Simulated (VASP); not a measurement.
Input:

```xyz
4
Lattice="4.3300 2.1650 2.1650 2.1650 4.3300 2.1650 2.1650 2.1650 4.3300" Properties=species:S:1:pos:R:3 pbc="T T T"
Fe     0.0000     0.0000     0.0000
Fe     4.3300     4.3300     4.3300
O      2.1650     2.1650     2.1650
O      6.4950     6.4950     6.4950
```
Starting moments (μB, in the order of the record's atoms Fe Fe O O): 4.0 -4.0 0.0 0.0.

These are LDA (Ceperley-Alder, Perdew-Zunger), VASP's LDA PAW potentials (set 64) (plane waves; VASP) values and carry that method's errors. Settings: 400 eV cut-off, 5×5×5 Γ-centred mesh, Fermi-Dirac smearing of 0.010 eV, potentials Fe O.

At this cut-off the stress carries a Pulay error, which pulls relaxed volumes low.

Question: Estimate the cell moment, energy per atom (σ→0), pressure, band gap (on the k-mesh) with the smallest direct gap where there is one.

Answer: 
```
Property                                                     Value
------------------------  ----------------------------------------
band gap (on the k-mesh)  none (metal, semimetal or under 0.01 eV)
cell moment                                                0.00 μB
energy per atom (σ→0)                               -8.187 eV/atom
pressure                                                -25.15 GPa
```

Question: Give the moment on each site (PAW-sphere projection).

Answer: 
| site | moment (μB) |
|---|---|
| Fe1 | 3.35 |
| Fe2 | -3.35 |
| O3 | 0.00 |
| O4 | 0.00 |

Total energies compare only between runs with the same potentials, cut-off and functional.

The structure is a typed FeO crystal (Fm-3m). The cell was not relaxed at this level. The k-mesh is coarse (spacing up to 0.48 per Å, 2π included), so the numbers may not be converged in it.
